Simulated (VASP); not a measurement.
Input of a VASP 6.6.1 run:

The input INCAR:

```
PREC = Accurate
ENCUT = 520
EDIFF = 1E-6
ISMEAR = 0
SIGMA = 0.1
LREAL = False
LASPH = True
NELM = 60
ALGO = Normal
ISIF = 2
LWAVE = False
LCHARG = False
MAGMOM = 0 0 0 0 0 0 0 0 0 0 0 0 0 0 0 0 0 0 0 0 0 0 0 0 0 0 0 0 0 0 0 0 0 0 0 0
LORBIT = 11
LSORBIT = True
GGA_COMPAT = False
LMAXMIX = 4
GGA = PE
KPAR = 8
```

Contents of KPOINTS:

```
Automatic mesh
0
Gamma
  8 8 2
```

POSCAR

```
TaMo2C3
1.0
    3.0418820000      0.0000000000      0.0000000000
   -1.5209410000      2.6343470000      0.0000000000
    0.0000000000      0.0000000000     15.9834200000
Ta Mo C
2 4 6
Direct
    0.0000000000      0.0000000000      0.0000000000
    0.0000000000      0.0000000000      0.5000000000
    0.3333330000      0.6666670000      0.6627420000
    0.3333330000      0.6666670000      0.8372580000
    0.6666670000      0.3333330000      0.1627420000
    0.6666670000      0.3333330000      0.3372580000
    0.6666670000      0.3333330000      0.9167620000
    0.3333330000      0.6666670000      0.0832380000
    0.6666670000      0.3333330000      0.7500000000
    0.6666670000      0.3333330000      0.5832380000
    0.3333330000      0.6666670000      0.4167620000
    0.3333330000      0.6666670000      0.2500000000
```

The input KPOINTS_OPT:

```
path GMKGALHA,LM,KH
15
line-mode
reciprocal
 0.0000000000  0.0000000000  0.0000000000  G
 0.5000000000  0.0000000000  0.0000000000  M

 0.5000000000  0.0000000000  0.0000000000  M
 0.3333333333  0.3333333333  0.0000000000  K

 0.3333333333  0.3333333333  0.0000000000  K
 0.0000000000  0.0000000000  0.0000000000  G

 0.0000000000  0.0000000000  0.0000000000  G
 0.0000000000  0.0000000000  0.5000000000  A

 0.0000000000  0.0000000000  0.5000000000  A
 0.5000000000  0.0000000000  0.5000000000  L

 0.5000000000  0.0000000000  0.5000000000  L
 0.3333333333  0.3333333333  0.5000000000  H

 0.3333333333  0.3333333333  0.5000000000  H
 0.0000000000  0.0000000000  0.5000000000  A

 0.5000000000  0.0000000000  0.5000000000  L
 0.5000000000  0.0000000000  0.0000000000  M

 0.3333333333  0.3333333333  0.0000000000  K
 0.3333333333  0.3333333333  0.5000000000  H
```

Potentials or basis: VASP PAW PBE potentials, release 64 (Ta_pv, Mo_sv, C).

Run with:

```console
$ cat potpaw_PBE.64/Ta_pv/POTCAR potpaw_PBE.64/Mo_sv/POTCAR potpaw_PBE.64/C/POTCAR > POTCAR
$ mpirun -np 8 vasp_ncl > vasp.out
```

Q: What does it give for the pressure?

A: 0.1 GPa.

Q: Estimate the largest force.

A: 0.019 eV/Å.

Forces in eV/Å, atoms in the order of the input:
```
Ta   0.000  0.000  0.000
Ta   0.000  0.000  0.000
Mo   0.000  0.000  0.000
Mo   0.000  0.000  0.000
Mo   0.000  0.000  0.000
Mo   0.000  0.000  0.000
C    0.000  0.000 -0.019
C    0.000  0.000  0.019
C    0.000  0.000  0.000
C    0.000  0.000  0.019
C    0.000  0.000 -0.019
C    0.000  0.000  0.000
```
